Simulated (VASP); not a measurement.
```
CoSn
1.0
    5.24604     0.00000     0.00000
   -2.62302     4.54320     0.00000
    0.00000     0.00000     4.18759
Co Sn
3 3
Direct
  0.00000   0.50000   0.00000
  0.50000   0.00000   0.00000
  0.50000   0.50000   0.00000
  0.66667   0.33333   0.50000
  0.33333   0.66667   0.50000
  0.00000   0.00000   0.00000
```

Computed with PBE GGA, VASP's PBE PAW potentials (set 64) (plane waves; VASP). Run with 300 eV cut-off, 6×6×7 Γ-centred mesh, Gaussian smearing of 0.10 eV, potentials Co Sn_d.

At this cut-off the stress carries a Pulay error, which pulls relaxed volumes low. Unless said otherwise, spin-orbit coupling is left out, though it shifts the bands of the heavy elements here.

Task: Predict the energy per atom (σ→0), pressure, band gap (on the k-mesh) with the smallest direct gap where there is one.

Result: 
```json
{
 "band gap (on the k-mesh)": "none (metal, semimetal or under 0.01 eV)",
 "energy per atom (σ→0)": "-5.538 eV/atom",
 "pressure": "3.58 GPa"
}
```

Only differences to runs with the same potentials and settings are physical.

The structure comes from a computed database's CoSn entry; how it stands against other phases isn't given here. The cell was not relaxed at this level. The run is not spin-polarised, so no magnetic state was tried. The electron count is odd and the run is not spin-polarised, which forces a metal.
